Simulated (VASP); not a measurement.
Wanted: the native input for a VASP 6.6.1 run.

```
Task                   : single point
Functional             : LDA
Potentials or basis    : VASP PAW LDA potentials, release 64 (Ru_pv, S)
Cutoff                 : 520 eV
k mesh                 : 6 × 6 × 6
Occupations            : gaussian, width 0.05 eV
Spin                   : collinear spin, random start
Starting moments       : [0.84, 0.0] μB
Hubbard terms          : Ru d U = 2 eV
Further INCAR settings : ALGO = Normal; EDIFF = 1e-07; NBANDS = 21
```

The structure of RuS lies in POSCAR:

```
RuS
1.0
    0.0000000000      2.5467554600      2.5467554600
    2.5467554600      0.0000000000      2.5467554600
    2.5467554600      2.5467554600      0.0000000000
Ru S
1 1
Direct
    0.5000000000      0.5000000000      0.5000000000
    0.0000000000      0.0000000000      0.0000000000
```

The cell comes from a database or a generator and needn't be the stable form of this composition.

These files were run (other wordings do the same):

INCAR

```
SYSTEM = RuS
ALGO = Normal ; EDIFF = 1E-7
ENCUT = 520 ; ISIF = 2
ISMEAR = 0 ; ISPIN = 2
LASPH = .TRUE. ; LCHARG = .FALSE.
LDAU = .TRUE. ; LDAUJ = 0 0
LDAUL = 2 -1 ; LDAUPRINT = 1
LDAUTYPE = 2 ; LDAUU = 2 0
LMAXMIX = 4 ; LORBIT = 11
LREAL = .FALSE. ; LWAVE = .FALSE.
MAGMOM = 0.84 0 ; NBANDS = 21
NELM = 100 ; PREC = Accurate
SIGMA = 0.05
```

KPOINTS

```
k-points
0
G
  6 6 6
  0 0 0
```

Potentials or basis: VASP PAW LDA potentials, release 64 (Ru_pv, S).

Launch:

```console
$ cat potpaw_LDA.64/Ru_pv/POTCAR potpaw_LDA.64/S/POTCAR > POTCAR
$ mpirun -np 1 vasp_std > vasp.out
```

It gave:

```yaml
Pressure: -22.1 GPa
Band_gap_on_the_k_mesh: none (metal or under the smearing width)
Net_moment: 0.82 μB per cell
Site_moments: Ru +0.75; S +0.03 μB
Valence_electrons_inside_the_program's_atomic_spheres: Ru 12.45; S 3.60
```

It took 2.3 min on 1 thread of Intel(R) Xeon(R) Platinum 8488C (Sapphire Rapids) (shared host), peak memory 0.16 GiB.
